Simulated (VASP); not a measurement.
Energy against volume of HgTe (zinc blende). Calculation: AM05 GGA, VASP's PBE PAW potentials (set 64) (plane waves; VASP). Settings: 520 eV cut-off, 10×10×10 Γ-centred mesh, first-order Methfessel-Paxton smearing of 0.10 eV, potentials Hg Te.

```json
[
 {"V (Å³/atom)": "33.980", "E (eV/atom)": "-1.92072"},
 {"V (Å³/atom)": "35.031", "E (eV/atom)": "-1.92485"},
 {"V (Å³/atom)": "36.082", "E (eV/atom)": "-1.92131"},
 {"V (Å³/atom)": "37.133", "E (eV/atom)": "-1.91140"}
]
```

Problem. Fit these four points and predict the energy of the run at 32.929 Å³/atom.

Solution. A cubic in V^(−2/3), the third-order Birch-Murnaghan form, passes through the four points with V0 = 35.04 Å³/atom and B0 = 39 GPa, and gives -1.9074 eV/atom there. The run gave -1.9073 eV/atom, +0.0 meV/atom from the fit; all five points give B0 = 39 GPa.

The compound is HgTe in the zinc blende structure. It was relaxed first.
